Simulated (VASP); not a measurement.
```yaml
crystal:
  lattice:
    - [1.37000, -2.37291, 0.00000]
    - [1.37000, 2.37291, 0.00000]
    - [0.00000, 0.00000, 4.39000]
  atoms:
    - { symbol: Tc, position: [0.33333, 0.66667, 0.25000] }
    - { symbol: Tc, position: [0.66667, 0.33333, 0.75000] }
```

The base run (VASP): PBE GGA, plane waves, VASP's PBE PAW potentials (set 64). Run with 400 eV cut-off, 14×14×8 Γ-centred mesh, first-order Methfessel-Paxton smearing of 0.10 eV, potentials Tc_pv.

One setting is varied; ΔE counts from the base run. The base run took about 10 core-seconds. The timings are rough (shared machines, no repeats); factors under 2 mean little.

```
setting                              cost over the base run  electronic steps  ΔE (meV/atom)
-----------------------------------  ----------------------  ----------------  -------------
base run                                          reference                11            0.0
AMIX = 0.2, BMIX = 1.0, IMIX = 4       within a factor of 2                13            0.0
AMIX = 0.1, BMIX = 0.0001, IMIX = 4    within a factor of 2                16            0.0
AMIX = 0.05, BMIX = 3.0, IMIX = 4      within a factor of 2                23            0.0
AMIX = 1.0, BMIX = 1.0, IMIX = 1              about 4 times                48            0.0
```

Left out are runs that failed, have no time on record or changed the cell.

The compound is Tc in the hcp structure. The cell was not relaxed at this level.
